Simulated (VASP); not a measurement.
# HfTeSe5 (P4/mmm) in VASP: notebook

One crystal, HfTeSe5, is run at these levels: PBE; tasks: relaxation of cell and atoms.

All numbers are computed with VASP 6.6.1; they aren't measurements. Logs are shortened: lines on timing, memory, paths and dates and some standing lists are left out, and cuts for length are marked.

### 1 The crystal as given

Symmetry: P4/mmm, No. 123, tetragonal system. The conventional cell has a = 4.633 Å, b = 4.633 Å, c = 8.250 Å, α = 90.00°, β = 90.00°, γ = 90.00°. Hf (site symmetry 4/mmm) has 12 Se at 3.28 to 3.34 Å as nearest neighbours. Te (site symmetry 4/mmm) has 8 Se at 2.88 Å as nearest neighbours. Around Se (site symmetry 4/mmm) lie 4 Hf at 3.28 Å and 8 Se at 3.34 Å. Se (site symmetry 2mm) is surrounded by 2 Te at 2.88 Å and 4 Se at 3.28 Å.

The cell was built by a generator and needn't be a form met in nature.

### 2 Relaxation of cell and atoms, PBE

Input file INCAR:

```
SYSTEM = HfTeSe5
  ALGO = Fast
  EDIFF = 1E-4
  EDIFFG = -0.08
  ENCUT = 520
  GGA = PE
  IBRION = 2
  ISIF = 3
  ISMEAR = 0
  LASPH = .True.
  LCHARG = .False.
  LREAL = .False.
  LWAVE = .False.
  NELM = 60
  NSW = 24
  PREC = Normal
  SIGMA = 0.15
```

Input file KPOINTS:

```
k-points
0
Gamma
  3 3 2
  0 0 0
```

Input file POSCAR:

```
HfTeSe5
1.0
    4.6334863100      0.0000000000      0.0000000000
    0.0000000000      4.6334863100      0.0000000000
    0.0000000000      0.0000000000      8.2500591100
Hf Te Se
1 1 5
Direct
    0.0000000000      0.0000000000      0.0000000000
    0.5000000000      0.5000000000      0.5000000000
    0.5000000000      0.5000000000      0.0000000000
    0.0000000000      0.5000000000      0.2919275800
    0.0000000000      0.5000000000      0.7080724200
    0.5000000000      0.0000000000      0.7080724200
    0.5000000000      0.0000000000      0.2919275800
```

Potentials or basis: VASP PAW PBE potentials, release 64 (Hf_pv, Te, Se).

Command:

```bash
$ cat potpaw_PBE.64/Hf_pv/POTCAR potpaw_PBE.64/Te/POTCAR potpaw_PBE.64/Se/POTCAR > POTCAR
$ mpirun -np 1 vasp_std > vasp.out
```

OUTCAR:

```text
SYSTEM = HfTeSe5
   EDIFF = 1E-4
   EDIFFG = -0.08
   ENCUT = 520
   GGA = PE
   IBRION = 2
   ISIF = 3
   ISMEAR = 0
   LASPH = .True.
   LREAL = .False.
   NELM = 60
   NSW = 24
   PREC = Normal

 ion  position               nearest neighbor table
   1  0.000  0.000  0.000-   3 3.28   3 3.28   3 3.28   3 3.28
   2  0.500  0.500  0.500-   4 2.88   5 2.88   6 2.88   7 2.88   6 2.88   7 2.88   4 2.88   5 2.88

   3  0.500  0.500  0.000-   1 3.28   1 3.28   1 3.28   1 3.28
   4  0.000  0.500  0.292-   2 2.88   2 2.88
   5  0.000  0.500  0.708-   2 2.88   2 2.88
   6  0.500  0.000  0.708-   2 2.88   2 2.88
   7  0.500  0.000  0.292-   2 2.88   2 2.88

  LATTYP: Found a simple tetragonal cell.
 ALAT       =     4.6334863100
 C/A-ratio  =     1.7805295102

  Lattice vectors:

 A1 = (   4.6334863100,   0.0000000000,   0.0000000000)
 A2 = (   0.0000000000,   4.6334863100,   0.0000000000)
 A3 = (   0.0000000000,   0.0000000000,   8.2500591100)

Analysis of symmetry for initial positions (statically):
=====================================================================
 Subroutine PRICEL returns:
 Original cell was already a primitive cell.

 Routine SETGRP: Setting up the symmetry group for a
 simple tetragonal supercell.

 Subroutine GETGRP returns: Found 16 space group operations
 (whereof 16 operations were pure point group operations)
 out of a pool of 16 trial point group operations.

The static configuration has the point symmetry D_4h.

Analysis of symmetry for dynamics (positions and initial velocities):
=====================================================================
 Subroutine PRICEL returns:
 Original cell was already a primitive cell.

 Routine SETGRP: Setting up the symmetry group for a
 simple tetragonal supercell.

 Subroutine GETGRP returns: Found 16 space group operations
 (whereof 16 operations were pure point group operations)
 out of a pool of 16 trial point group operations.

The dynamic configuration has the point symmetry D_4h.

 Subroutine INISYM returns: Found 16 space group operations
 (whereof 16 operations are pure point group operations),
 and found     1 'primitive' translations

----------------------------------------------------------------------------------------

                                     Primitive cell

  volume of cell :     177.1221

  direct lattice vectors                    reciprocal lattice vectors
     4.633486310  0.000000000  0.000000000     0.215820212  0.000000000  0.000000000
     0.000000000  4.633486310  0.000000000     0.000000000  0.215820212  0.000000000
     0.000000000  0.000000000  8.250059110     0.000000000  0.000000000  0.121211253

  length of vectors
     4.633486310  4.633486310  8.250059110     0.215820212  0.215820212  0.121211253

  position of ions in fractional coordinates (direct lattice)
     0.000000000  0.000000000  0.000000000
     0.500000000  0.500000000  0.500000000
     0.500000000  0.500000000  0.000000000
     0.000000000  0.500000000  0.291927580
     0.000000000  0.500000000  0.708072420
     0.500000000  0.000000000  0.708072420
     0.500000000  0.000000000  0.291927580

  ion indices of the primitive-cell ions
   primitive index   ion index
                 1           1
                 2           2
                 3           3
                 4           4
                 5           5
                 6           6
                 7           7

----------------------------------------------------------------------------------------

 KPOINTS: k-points

Automatic generation of k-mesh.
 Grid dimensions read from file:
 generate k-points for:    3    3    2

 Generating k-lattice:

  Cartesian coordinates                     Fractional coordinates (reciprocal lattice)
     0.071940071  0.000000000  0.000000000     0.333333333  0.000000000  0.000000000
     0.000000000  0.071940071  0.000000000     0.000000000  0.333333333  0.000000000
     0.000000000  0.000000000  0.060605626     0.000000000  0.000000000  0.500000000

  Length of vectors
     0.071940071  0.071940071  0.060605626

  Shift w.r.t. Gamma in fractional coordinates (k-lattice)
     0.000000000  0.000000000  0.000000000

 Subroutine IBZKPT returns following result:
 ===========================================

 Found      6 irreducible k-points:

 Following reciprocal coordinates:
            Coordinates               Weight
  0.000000  0.000000  0.000000      1.000000
  0.333333  0.000000  0.000000      4.000000
  0.333333  0.333333  0.000000      4.000000
  0.000000  0.000000  0.500000      1.000000
  0.333333  0.000000  0.500000      4.000000
  0.333333  0.333333  0.500000      4.000000
   k-points           NKPTS =      6   k-points in BZ     NKDIM =      6   number of bands    NBANDS=     27
   number of dos      NEDOS =    301   number of ions     NIONS =      7
   total plane-waves  NPLWV =  37632
   dimension x,y,z NGX =    28 NGY =   28 NGZ =   48
   dimension x,y,z NGXF=    56 NGYF=   56 NGZF=   96
   ions per type =               1   1   5
   NGX,Y,Z   is equivalent  to a cutoff of  10.05, 10.05,  9.67 a.u.
   NGXF,Y,Z  is equivalent  to a cutoff of  20.09, 20.09, 19.34 a.u.
 SYSTEM =  HfTeSe5
   PREC   = normal    normal or accurate (medium, high low for compatibility)
   ISTART =      0    job   : 0-new  1-cont  2-samecut
   ICHARG =      2    charge: 1-file 2-atom 10-const
   ISPIN  =      1    spin polarized calculation?
   LNONCOLLINEAR =      F non collinear calculations
   LSORBIT =      F    spin-orbit coupling
   LASPH  =      T    aspherical Exc in radial PAW
   ENCUT  =  520.0 eV  38.22 Ry    6.18 a.u.   8.62  8.62 15.34*2*pi/ulx,y,z
   NELM   =     60;   NELMIN=  2; NELMDL= -5     # of ELM steps
   EDIFF  = 0.1E-03   stopping-criterion for ELM
   LREAL  =      F    real-space projection
   EDIFFG = -.8E-01   stopping-criterion for IOM
   NSW    =     24    number of steps for IOM
   IBRION =      2    ionic relax: 0-MD 1-quasi-New 2-CG
   NFREE  =      1    steps in history (QN), initial steepest desc. (CG)
   ISIF   =      3    stress and relaxation
   ISYM   =      2    0-nonsym 1-usesym 2-fastsym
   POTIM  = 0.5000    time-step for ionic-motion
   TEBEG  =    0.0;   TEEND  =   0.0 temperature during run
   PSTRESS=    0.0 pullay stress
   NELECT =      46.0000    total number of electrons
   NUPDOWN=      -1.0000    fix difference up-down
   EMIN   =  10.00;   EMAX   =-10.00  energy-range for DOS
   EFERMI =   0.00;   METHOD = LEGACY
   ISMEAR =     0;   SIGMA  =   0.15  broadening in eV -4-tet -1-fermi 0-gaus
   EFERMI_NEDOS =   21; number of points for ismear=-14 and -15
   IALGO  =     68    algorithm
   IMIX   =      4    mixing-type and parameters
     AMIX     =   0.40;   BMIX     =  1.00
     AMIX_MAG =   1.60;   BMIX_MAG =  1.00
  volume/ion in A,a.u.               =      25.30       170.75
  Fermi-wavevector in a.u.,A,eV,Ry     =   1.044487  1.973795 14.843327  1.090954
  Thomas-Fermi vector in A             =   2.179242
   LORBIT       =      0    0 simple, 1 ext, 2 COOP (PROOUT), +10 PAW based schemes
   GGA     = PE    functional components
   LHFCALC =     F    Hartree Fock is set to
   AEXX    =    0.0000 exact exchange contribution
   IVDW    =     0    specifies the selected vdW correction
   LEPSILON=     F    determine dielectric tensor
   LRPA    =     F    only Hartree local field effects (RPA)
 conjugate gradient relaxation of ions
 non-spin polarized calculation
 RMM-DIIS sequential band-by-band and
 Gauss-broadening in eV      SIGMA  =   0.15
  energy-cutoff  :      520.00
  volume of cell :      177.12
 maximum number of plane-waves:      4786
   NGX = 17   NGY = 17   NGZ = 31

--------------------------------------- Ionic step        1  -------------------------------------------

 number of electron      45.9999986 magnetization

 Free energy of the ion-electron system (eV)
  ---------------------------------------------------
  ext. energy  EPLUGINS =         0.00000000
  ---------------------------------------------------
  free energy    TOTEN  =       -29.14986178 eV

  energy without entropy =      -29.09450421  energy(sigma->0) =      -29.12218300

 E-fermi :   4.7779     XC(G=0):  -9.7655

 val. band max:        4.6381100204   @ k =   0.3333   0.3333   0.0000
 cond. band min:       4.7867342802   @ k =   0.0000   0.0000   0.5000
 fundamental gap:      0.1486242598
 Fermi energy:         4.7779428845

 k-point     1 :       0.0000    0.0000    0.0000
  band No.  band energies     occupation
      1     -28.4609      2.00000
      2     -28.4609      2.00000
      3     -28.4483      2.00000
      4     -10.4290      2.00000
      5      -8.9581      2.00000
      6      -8.0046      2.00000
[... 285 lines left out ...]
  FREE ENERGIE OF THE ION-ELECTRON SYSTEM (eV)
  ---------------------------------------------------
  free  energy   TOTEN  =       -29.7789213620 eV

  energy  without entropy=      -29.7269702678  energy(sigma->0) =      -29.75294581

[... ionic steps 4 to 8 ...]

--------------------------------------- Ionic step        9  -------------------------------------------

 number of electron      45.9999983 magnetization

------------------------ aborting loop because EDIFF is reached ----------------------------------------

  FORCE on cell =-STRESS in cart. coord.  units (eV):
  Direction    XX          YY          ZZ          XY          YZ          ZX
  --------------------------------------------------------------------------------------
  -------------------------------------------------------------------------------------
  Total        0.0019432      0.0019432     -0.4457089      0.0000000     -0.0000000      0.0000000
  in kB        0.0189615      0.0189615     -4.3491511      0.0000000     -0.0000000      0.0000000
  external PRESSURE =      -1.4370760 kB  Pullay stress =       0.0000000 kB
[... 26 lines left out ...]
  energy  without entropy=      -30.9418549585  energy(sigma->0) =      -30.96114807

--------------------------------------- Ionic step       10  -------------------------------------------

 number of electron      45.9999988 magnetization

 E-fermi :   5.3904     XC(G=0): -10.0135

 val. band max:        5.3107934843   @ k =   0.3333   0.3333   0.5000
 cond. band min:       5.5216898018   @ k =   0.3333   0.3333   0.0000
 fundamental gap:      0.2108963175
 Fermi energy:         5.3903810772

 k-point     1 :       0.0000    0.0000    0.0000
  band No.  band energies     occupation
      1     -26.8925      2.00000
      2     -26.8925      2.00000
      3     -26.8526      2.00000
      4     -10.0855      2.00000
      5      -8.4627      2.00000
      6      -7.3859      2.00000
[... 207 lines left out ...]
  energy  without entropy=      -30.9515731738  energy(sigma->0) =      -30.97183210

--------------------------------------- Ionic step       11  -------------------------------------------

 number of electron      46.0000006 magnetization

 Free energy of the ion-electron system (eV)
  ---------------------------------------------------
  ext. energy  EPLUGINS =         0.00000000
  ---------------------------------------------------
  free energy    TOTEN  =       -31.00564365 eV

  energy without entropy =      -30.95166428  energy(sigma->0) =      -30.97865396

 E-fermi :   5.3589     XC(G=0):  -9.9937

 val. band max:        5.2877172775   @ k =   0.3333   0.0000   0.5000
 cond. band min:       5.4513649182   @ k =   0.3333   0.3333   0.0000
 fundamental gap:      0.1636476407
 Fermi energy:         5.3589309835

 k-point     1 :       0.0000    0.0000    0.0000
  band No.  band energies     occupation
      1     -26.8697      2.00000
      2     -26.8697      2.00000
      3     -26.8301      2.00000
      4     -10.1684      2.00000
      5      -8.4540      2.00000
      6      -7.3511      2.00000
[... 203 lines left out ...]
  FREE ENERGIE OF THE ION-ELECTRON SYSTEM (eV)
  ---------------------------------------------------
  free  energy   TOTEN  =       -31.0056436460 eV

  energy  without entropy=      -30.9516642800  energy(sigma->0) =      -30.97865396

 reached required accuracy - stopping structural energy minimisation
```

Wall time 2 min (1 thread of AMD EPYC 9R14 (Zen 4), shared host); peak memory 0.18 GiB.

Results:

```
Free energy                            : -31.0056 eV
Relaxed volume                         : 23.50 Å³/atom
Relaxed cell                           : a = 4.661 Å, b = 4.661 Å, c = 7.573 Å, α = 90.00°, β = 90.00°, γ = 90.00°
Space group after relaxing (to 0.05 Å) : P4/mmm (No. 123)
Energy gained by relaxing              : 265.1 meV/atom
Ionic steps                            : 11
Pressure after relaxing                : 0.4 GPa
Largest force after relaxing           : 0.008 eV/Å
Band gap on the k mesh                 : none (metal or under the smearing width)
```

Forces on the atoms (eV/Å):
```
Hf   0.000  0.000  0.000
Te   0.000  0.000  0.000
Se   0.000  0.000  0.000
Se   0.000  0.000  0.008
Se   0.000  0.000 -0.008
Se   0.000  0.000 -0.008
Se   0.000  0.000  0.008
```

The path:
```csv
step,energy change (eV),largest force (eV/Å),pressure (GPa),volume (Å³)
1,0.0000,1.4028,-4.52,177.12
2,-0.6002,1.4977,1.83,159.44
3,-0.6291,1.4876,4.41,154.49
4,-1.0700,1.1757,4.40,153.96
5,-1.5665,0.3856,7.36,152.19
6,-1.6174,0.2100,5.95,152.73
7,-1.8013,0.3044,-2.76,169.46
8,-1.8308,0.2693,-0.39,164.44
9,-1.8306,0.2695,-0.14,164.19
10,-1.8422,0.2001,-0.01,164.28
11,-1.8558,0.0084,0.38,164.51
```

Final structure:
```
Hf Te Se
1.0
     4.66081    0.00000    0.00000
     0.00000    4.66081    0.00000
     0.00000    0.00000    7.57300
Hf Te Se
1 1 5
Direct
  0.00000 0.00000 0.00000
  0.50000 0.50000 0.50000
  0.50000 0.50000 0.00000
  0.00000 0.50000 0.23861
  0.00000 0.50000 0.76139
  0.50000 0.00000 0.76139
  0.50000 0.00000 0.23861
```

Caveat: the k mesh is coarse (spacing up to 0.45 Å⁻¹), so the values aren't converged; the relaxation stopped at a loose force limit of 0.08 eV/Å, so its end isn't a converged minimum. The run has no spin-orbit coupling, so splittings on Hf, Te are missing.

### 3 Relaxation of cell and atoms, PBE

This run uses another cell than the first one, of 25.80 Å³/atom, 1.020 times its volume.

INCAR is that of step 2.

KPOINTS is that of step 2.

Input file POSCAR:

```
HfTeSe5
1.0
    4.6315734200      0.0000000000      0.0000000000
    0.0000000000      4.6315734200      0.0000000000
    0.0000000000      0.0000000000      8.4205370300
Hf Te Se
1 1 5
Direct
    0.5000000000      0.5000000000      0.0000000000
    0.0000000000      0.0000000000      0.5000000000
    0.0000000000      0.5000000000      0.2751304800
    0.0000000000      0.5000000000      0.7248695200
    0.5000000000      0.0000000000      0.2751304800
    0.5000000000      0.0000000000      0.7248695200
    0.0000000000      0.0000000000      0.0000000000
```

Potentials or basis: VASP PAW PBE potentials, release 64 (Hf_pv, Te, Se).

Command:

```bash
$ cat potpaw_PBE.64/Hf_pv/POTCAR potpaw_PBE.64/Te/POTCAR potpaw_PBE.64/Se/POTCAR > POTCAR
$ mpirun -np 1 vasp_std > vasp.out
```

Wall time 83 s (1 thread of AMD EPYC 9R14 (Zen 4), shared host); peak memory 0.18 GiB.

The run converged. Its results:

```
Free energy                            : -31.0047 eV
Relaxed volume                         : 23.67 Å³/atom
Relaxed cell                           : a = 4.645 Å, b = 4.645 Å, c = 7.680 Å, α = 90.00°, β = 90.00°, γ = 90.00°
Space group after relaxing (to 0.05 Å) : P4/mmm (No. 123)
Energy gained by relaxing              : 192.7 meV/atom
Ionic steps                            : 7
Pressure after relaxing                : 0.1 GPa
Largest force after relaxing           : 0.046 eV/Å
Band gap on the k mesh                 : none (metal or under the smearing width)
```

Forces in eV/Å, atoms in the order of the input:
```
Hf   0.000  0.000  0.000
Te   0.000  0.000  0.000
Se   0.000  0.000  0.046
Se   0.000  0.000 -0.046
Se   0.000  0.000  0.046
Se   0.000  0.000 -0.046
Se   0.000  0.000  0.000
```

Stress tensor (GPa, compression positive):
```
 0.15  0.00  0.00
 0.00  0.15  0.00
 0.00  0.00 -0.13
```

The path:
```
step  energy change (eV)  largest force (eV/Å)  pressure (GPa)  volume (Å³)
   1              0.0000                0.9788           -6.48       180.63
   2             -0.5655                1.0824            3.74       154.70
   3             -0.5938                1.0826            1.47       158.71
   4             -0.8569                0.9312            1.67       158.35
   5             -1.2541                0.0675            3.86       157.09
   6             -1.2942                0.0574           -2.46       172.94
   7             -1.3488                0.0457            0.06       165.70
```

Final structure:
```cif
data_structure
_symmetry_space_group_name_H-M 'P 1'
_symmetry_Int_Tables_number 1
_cell_length_a 4.6450
_cell_length_b 4.6450
_cell_length_c 7.6798
_cell_angle_alpha 90.000
_cell_angle_beta 90.000
_cell_angle_gamma 90.000
_cell_volume 165.70
loop_
_atom_site_label
_atom_site_type_symbol
_atom_site_fract_x
_atom_site_fract_y
_atom_site_fract_z
_atom_site_occupancy
Hf1 Hf 0.50000 0.50000 0.00000 1
Te1 Te 0.00000 0.00000 0.50000 1
Se1 Se 0.00000 0.50000 0.23636 1
Se2 Se 0.00000 0.50000 0.76364 1
Se3 Se 0.50000 0.00000 0.23636 1
Se4 Se 0.50000 0.00000 0.76364 1
Se5 Se 0.00000 0.00000 0.00000 1
```

Levels at points of the mesh, in eV from the Fermi level:
```
           k point  band 19  band 20  band 21  band 22  band 23  band 24  band 25  band 26  band 27
(0.00, 0.00, 0.00)    -2.47    -1.27    -1.27    -0.88    -0.88    -0.77     0.15     0.55     1.77
(0.00, 0.00, 0.50)    -1.72    -1.62    -1.62    -0.45    -0.23     0.15     0.24     0.24     0.43
```

Caveat: the k mesh is coarse (spacing up to 0.45 Å⁻¹), so the values aren't converged; the relaxation stopped at a loose force limit of 0.08 eV/Å, so its end isn't a converged minimum.
